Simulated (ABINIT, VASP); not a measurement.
This is a calculation of ZnBi3 for ABINIT 10.8.3 (patched build). Atoms were shifted at random by some hundredths of an Å from the given cell, which wasn't relaxed again for these runs. The cell comes from a database or a generator and needn't be the stable form of this composition.

The input run.abi:

```
# Pseudopotentials
pp_dirpath "./"
pseudos "Bi.GGA_PBE-JTH.xml, Zn.GGA_PBE-JTH.xml"

# Structure
acell 3*1.0 Angstrom
rprim
     4.8731640000     0.0000000000     0.0000000000
     0.0000000000     4.8731640000     0.0000000000
     0.0000000000     0.0000000000     4.8731640000
ntypat 2
znucl 83 30
natom 4
typat 1 1 1 2
xred
     0.5012740000     0.5034330000     0.0077510000
     0.5021730000    -0.0099330000     0.5044280000
    -0.0092120000     0.5031560000     0.4995730000
    -0.0008890000     0.0012990000    -0.0030800000
chkprim 0
chksymtnons 0
tolsym 1.0e-6

# Plane-wave basis
ecut 22.0
pawecutdg 44.0
pawxcdev 0

# k points
kptopt 1
ngkpt 6 6 6
nshiftk 1
shiftk 0.0 0.0 0.0

# Exchange and correlation
ixc 11

# Bands and occupations
nband 35
occopt 3
tsmear 0.05 eV

# SCF cycle
nstep 100
tolvrs 1.0e-9

# Output
iomode 3
prtwf 0
prtden 0
prteig 0
prtebands 0
enunit 1
prtvol 2
```

Potentials or basis: JTH PAW PBE v2.0.

Run with:

```sh
$ abinit run.abi > log 2>&1
```

**Question.** Set up the same calculation for VASP 6.6.1. Potentials or basis there: PBE PAW files Bi_d, Zn, 520 eV.

**Answer.** As run (cutoffs and basis follow the program's own potentials, and thresholds, step limits or extra output files can differ):

The input INCAR:

```
SYSTEM = ZnBi3
PREC = Accurate
ENCUT = 520
EDIFF = 1E-7
ISMEAR = -1
SIGMA = 0.05
LREAL = .FALSE.
LASPH = .TRUE.
NELM = 100
ALGO = Normal
ISIF = 2
LWAVE = .FALSE.
LCHARG = .TRUE.
GGA = PE
LELF = .TRUE.
LVHAR = .TRUE.
NBANDS = 36
```

Contents of KPOINTS:

```
regular mesh
0
G
  6 6 6
  0 0 0
```

Contents of POSCAR:

```
ZnBi3
1.0
    4.8731640000      0.0000000000      0.0000000000
    0.0000000000      4.8731640000      0.0000000000
    0.0000000000      0.0000000000      4.8731640000
Bi Zn
3 1
Direct
    0.5012740000      0.5034330000      0.0077510000
    0.5021730000     -0.0099330000      0.5044280000
   -0.0092120000      0.5031560000      0.4995730000
   -0.0008890000      0.0012990000     -0.0030800000
```

Potentials or basis: VASP PAW PBE potentials, release 64 (Bi_d, Zn).

Launch:

```bash
$ cat potpaw_PBE.64/Bi_d/POTCAR potpaw_PBE.64/Zn/POTCAR > POTCAR
$ mpirun -np 1 vasp_std > vasp.out
```

Both were run:

|  | ABINIT | VASP |
| --- | --- | --- |
| Pressure | 0.0 GPa | 0.0 GPa |
| Largest force | 0.187 eV/Å | 0.187 eV/Å |

Pressure is positive in compression.
